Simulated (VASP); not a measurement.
Consider the following.

```
CaO
1.0
    0.00000     2.36460     2.36460
    2.36460     0.00000     2.36460
    2.36460     2.36460     0.00000
Ca O
1 1
Direct
  0.00000   0.00000   0.00000
  0.50000   0.50000   0.50000
```

The numbers are results of PBE GGA, VASP's PBE PAW potentials (set 64) (plane waves; VASP 6.6.1), not measurements. Numerical set-up: 400 eV cut-off, 6×6×6 Γ-centred mesh, Fermi-Dirac smearing of 0.020 eV, potentials Ca_sv O.

Give the electronic dielectric tensor ε∞ (DFPT, local fields included).

```
3.82  0.00  0.00
0.00  3.82  0.00
0.00  0.00  3.82
```

Give the Born effective charges.

| atom | Z*xx | Z*yy | Z*zz | mean |
|---|---|---|---|---|
| Ca1 | 2.37 | 2.37 | 2.37 | 2.37 |
| O2 | -2.37 | -2.37 | -2.37 | -2.37 |

And the static tensor with the ions free?

```
13.4  0.00  0.00
0.00  13.4  0.00
0.00  0.00  13.4
```

Which frequencies do the optical Γ-point modes have (no LO-TO splitting)?

309 (×3) cm⁻¹.

The structure is a typed CaO crystal. The cell was not relaxed at this level. The run is one of a series of settings (EDIFF = 1E-8, IBRION = 8, LEPSILON = .TRUE., NSW = 1 against the base run), some of them coarse on purpose.
